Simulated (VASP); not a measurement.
Level of theory: PBEsol GGA, VASP's PBE PAW potentials (set 64) (plane waves; VASP).

Input for VASP

File POSCAR:
```
CdSe
1
    0.0000000000     3.0472585319     3.0472585319
    3.0472585319     0.0000000000     3.0472585319
    3.0472585319     3.0472585319     0.0000000000
Cd Se
1 1
Direct
  0.0000000000   0.0000000000   0.0000000000
  0.2500000000   0.2500000000   0.2500000000
```

INCAR:
```
SYSTEM=CdSe
PREC=Accurate; ENCUT=500; LREAL=.FALSE.
LASPH=.TRUE.
EDIFF=1E-6; NELM=100; ALGO=Normal
LMAXMIX=4
ISMEAR=0; SIGMA=0.05
GGA=PS
IBRION=2; NSW=40; ISIF=3
EDIFFG=-0.02; PSTRESS=50
LWAVE=.FALSE.; LCHARG=.FALSE.
```

### KPOINTS
```
Automatic mesh
0
Gamma
8 8 8
0 0 0
```

POTCAR, in this order: Cd Se (PBE.64 set). Program: vasp_std.

The run wrote:

OSZICAR:
```
       N       E                     dE             d eps       ncg     rms          rms(c)
DAV:   1     0.103152136877E+03    0.10315E+03   -0.86341E+03   762   0.119E+03
DAV:   2    -0.201407878782E+01   -0.10517E+03   -0.10097E+03   849   0.285E+02
DAV:   3    -0.653322473713E+01   -0.45191E+01   -0.45035E+01   909   0.606E+01
DAV:   4    -0.655716671759E+01   -0.23942E-01   -0.23939E-01   814   0.435E+00
DAV:   5    -0.655731229731E+01   -0.14558E-03   -0.14558E-03   904   0.308E-01    0.616E+00
DAV:   6    -0.620131204452E+01    0.35600E+00   -0.71211E-01  1015   0.120E+01    0.487E+00
DAV:   7    -0.617876327348E+01    0.22549E-01   -0.14687E-01   809   0.304E+00    0.221E+00
DAV:   8    -0.617747483475E+01    0.12884E-02   -0.14994E-02   819   0.184E+00    0.219E-01
DAV:   9    -0.617733742338E+01    0.13741E-03   -0.20945E-03   859   0.712E-01    0.497E-02
DAV:  10    -0.617734996719E+01   -0.12544E-04   -0.21622E-04   809   0.226E-01    0.386E-02
DAV:  11    -0.617737441084E+01   -0.24444E-04   -0.48719E-05   774   0.631E-02    0.155E-02
DAV:  12    -0.617737342243E+01    0.98841E-06   -0.57667E-06   849   0.369E-02
   1 F= -.44112652E+01 E0= -.44112652E+01  d E =-.441127E+01
       N       E                     dE             d eps       ncg     rms          rms(c)
DAV:   1    -0.911434596878E+01   -0.29370E+01   -0.57969E+01   859   0.992E+01    0.116E+01
DAV:   2    -0.620294428347E+01    0.29114E+01   -0.92231E+00   849   0.565E+01    0.316E+00
DAV:   3    -0.602571128763E+01    0.17723E+00   -0.70802E-01   779   0.731E+00    0.218E+00
DAV:   4    -0.600402138792E+01    0.21690E-01   -0.42933E-02   794   0.173E+00    0.879E-01
DAV:   5    -0.600215644774E+01    0.18649E-02   -0.30844E-03   879   0.821E-01    0.494E-01
DAV:   6    -0.600220377109E+01   -0.47323E-04   -0.20157E-03   794   0.475E-01    0.730E-02
DAV:   7    -0.600220459649E+01   -0.82541E-06   -0.10137E-04   914   0.148E-01    0.439E-02
DAV:   8    -0.600220435825E+01    0.23824E-06   -0.12921E-05   784   0.284E-02    0.633E-03
DAV:   9    -0.600220445886E+01   -0.10061E-06   -0.60850E-07   562   0.772E-03
   2 F= -.44515633E+01 E0= -.44515633E+01  d E =-.402981E-01
       N       E                     dE             d eps       ncg     rms          rms(c)
DAV:   1    -0.653813388307E+01   -0.53593E+00   -0.88110E+00   829   0.424E+01    0.528E+00
DAV:   2    -0.616404813683E+01    0.37409E+00   -0.89552E-01   794   0.159E+01    0.201E+00
DAV:   3    -0.612129979076E+01    0.42748E-01   -0.10156E-01   819   0.396E+00    0.174E+00
DAV:   4    -0.611535657086E+01    0.59432E-02   -0.90059E-03   779   0.824E-01    0.329E-01
DAV:   5    -0.611496804400E+01    0.38853E-03   -0.13964E-03   869   0.595E-01    0.676E-02
DAV:   6    -0.611497344211E+01   -0.53981E-05   -0.21616E-04   774   0.167E-01    0.315E-02
DAV:   7    -0.611497893963E+01   -0.54975E-05   -0.61257E-06   859   0.203E-02    0.759E-03
DAV:   8    -0.611497924053E+01   -0.30090E-06   -0.64258E-07   542   0.124E-02
   3 F= -.44836626E+01 E0= -.44836626E+01  d E =-.723974E-01
```

### OUTCAR
```
------------------------ aborting loop because EDIFF is reached ----------------------------------------
  FORCE on cell =-STRESS in cart. coord.  units (eV):
  Direction    XX          YY          ZZ          XY          YZ          ZX
  --------------------------------------------------------------------------------------
  Total        1.6261023      1.6261023      1.6261023     -0.0000000     -0.0000000      0.0000000
  in kB       49.8401798     49.8401798     49.8401798     -0.0000000     -0.0000000      0.0000000
  external PRESSURE =      -0.1598202 kB  Pullay stress =      50.0000000 kB
  volume of cell :       52.27
      direct lattice vectors                 reciprocal lattice vectors
     0.000000000  2.967674642  2.967674642    -0.168482081  0.168482081  0.168482081
     2.967674642  0.000000000  2.967674642     0.168482081 -0.168482081  0.168482081
     2.967674642  2.967674642  0.000000000     0.168482081  0.168482081 -0.168482081
  FREE ENERGIE OF THE ION-ELECTRON SYSTEM (eV)
  ---------------------------------------------------
  free  energy   TOTEN  =        -6.1149792405 eV

  energy  without entropy=       -6.1149792405  energy(sigma->0) =       -6.11497924
  enthalpy is  TOTEN    =        -4.4836625669 eV   P V=        1.6313166737

 reached required accuracy - stopping structural energy minimisation
```
(Selected blocks of OUTCAR.)

File CONTCAR:
```
CdSe
   1.00000000000000
     0.0000000000000000    2.9676746424134164    2.9676746424134164
     2.9676746424134164    0.0000000000000000    2.9676746424134164
     2.9676746424134164    2.9676746424134164    0.0000000000000000
  Cd              Se
     1     1
Direct
     0.0000000000000000    0.0000000000000000    0.0000000000000000
     0.2500000000000000    0.2500000000000000    0.2500000000000000
```

Energy and stress use the plane-wave basis of the starting cell.

The structure was generated: CdSe was put into the zinc blende type (F-43m), which need not be its known phase. This run relaxes it under an external pressure of 5 GPa. Symmetry was kept, so distortions that lower it aren't found.
